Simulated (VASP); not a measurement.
Input:

```yaml
crystal:
  lattice:
    - [0.00000, 2.32032, 2.32032]
    - [2.32032, 0.00000, 2.32032]
    - [2.32032, 2.32032, 0.00000]
  atoms:
    - { symbol: Hf, position: [0.00000, 0.00000, 0.00000] }
    - { symbol: C, position: [0.50000, 0.50000, 0.50000] }
```

Method: TPSS meta-GGA, VASP's PBE PAW potentials (set 64) (plane waves; VASP 6.6.1). Settings: 520 eV cut-off, 14×14×14 Γ-centred mesh, first-order Methfessel-Paxton smearing of 0.10 eV, potentials Hf_pv C.

Q: Give the energy at these volumes per atom, relative to the lowest: 11.74, 12.12, 12.49, 12.87, 13.24 Å³.

A: 37.6, 8.9, 0.0, 8.2, 31.0 meV/atom. A third-order Birch-Murnaghan fit gives B0 = 243 GPa and B0′ = 4.0.

Measured: a 4.638 Å (computed value off by +0.1 %), as given by Guo-Xu Zhang et al., New Journal of Physics (2018), doi:10.1088/1367-2630/aac7f0. The calculation is for a static lattice, while the measured a holds thermal and zero-point effects, which are part of the difference.

The compound is HfC in the rock salt structure. It was relaxed first.
